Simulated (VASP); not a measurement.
An input for Quantum ESPRESSO's pw.x (written as the equivalent of a VASP run, and not itself run):

```
&CONTROL
  calculation = 'vc-relax'
  pseudo_dir = './pseudo'
  outdir = './out'
  tprnfor = .true.
  tstress = .true.
  nstep = 60
  forc_conv_thr = 0.00039
/
&SYSTEM
  ibrav = 0
  nat = 2
  ntyp = 2
  ecutwfc = 92
  occupations = 'smearing'
  smearing = 'methfessel-paxton'
  degauss = 0.00735
  input_dft = 'pz'
/
&ELECTRONS
  conv_thr = 7.3e-08
  electron_maxstep = 100
/
&IONS
/
&CELL
/
ATOMIC_SPECIES
  Zn 65.380 Zn.upf
  Cu 63.546 Cu.upf
CELL_PARAMETERS angstrom
     2.9500000    0.0000000    0.0000000
     0.0000000    2.9500000    0.0000000
     0.0000000    0.0000000    2.9500000
ATOMIC_POSITIONS crystal
  Zn   0.5000000  0.5000000  0.5000000
  Cu   0.0000000  0.0000000  0.0000000
K_POINTS automatic
  11 11 11 0 0 0
```

Problem. Write the VASP files for the same calculation (LDA).

Solution. One answer among several that fit: 
### KPOINTS
```
Automatic
0
gamma
 11 11 11
0 0 0
```

File POSCAR:
```
CuZn
1
    2.9500000000     0.0000000000     0.0000000000
    0.0000000000     2.9500000000     0.0000000000
    0.0000000000     0.0000000000     2.9500000000
Zn Cu
1 1
Direct
  0.5000000000   0.5000000000   0.5000000000
  0.0000000000   0.0000000000   0.0000000000
```

INCAR:
```
ALGO = Normal
EDIFF = 1E-6
EDIFFG = -0.01
ENCUT = 520
IBRION = 2
ISIF = 3
ISMEAR = 1
LASPH = T
LCHARG = F
LMAXMIX = 4
LREAL = F
LWAVE = F
NELM = 100
NSW = 60
PREC = Accurate
SIGMA = 0.1
SYSTEM = CuZn
```

POTCAR, in this order: Zn Cu (LDA.64 set). Program: vasp_std.

What does not carry over: the potentials are each code's own (VASP's PAW set, PseudoDojo norm-conserving files in pw.x), so ENCUT and ecutwfc are chosen apart and not converted; conv_thr bounds pw.x's estimated SCF error, while EDIFF bounds the energy change between steps; forc_conv_thr acts on force components and is met together with etot_conv_thr.

The compound is CuZn in the CsCl type structure. This run relaxes it. Symmetry was kept, so distortions that lower it aren't found.
